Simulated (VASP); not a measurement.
Data:

```yaml
crystal:
  lattice:
    - [0.00000, 2.33093, 2.33093]
    - [2.33093, 0.00000, 2.33093]
    - [2.33093, 2.33093, 0.00000]
  atoms:
    - { symbol: Na, position: [0.00000, 0.00000, 0.00000] }
    - { symbol: F, position: [0.50000, 0.50000, 0.50000] }
```

Computed with HSE06 screened hybrid, VASP's PBE PAW potentials (set 64) (plane waves; VASP 6.6.1). Run with 400 eV cut-off, 8×8×8 Γ-centred mesh, Gaussian smearing of 0.050 eV, potentials Na_pv F.

At this cut-off the stress carries a Pulay error, which pulls relaxed volumes low.

Give the stress tensor in GPa (positive for a compressed cell).

```
-7.43   0.00   0.00
 0.00  -7.43   0.00
 0.00   0.00  -7.43
```
The pressure is its mean diagonal, -7.43 GPa.

The structure comes from a computed database's NaF entry; how it stands against other phases isn't given here. The cell was not relaxed at this level.
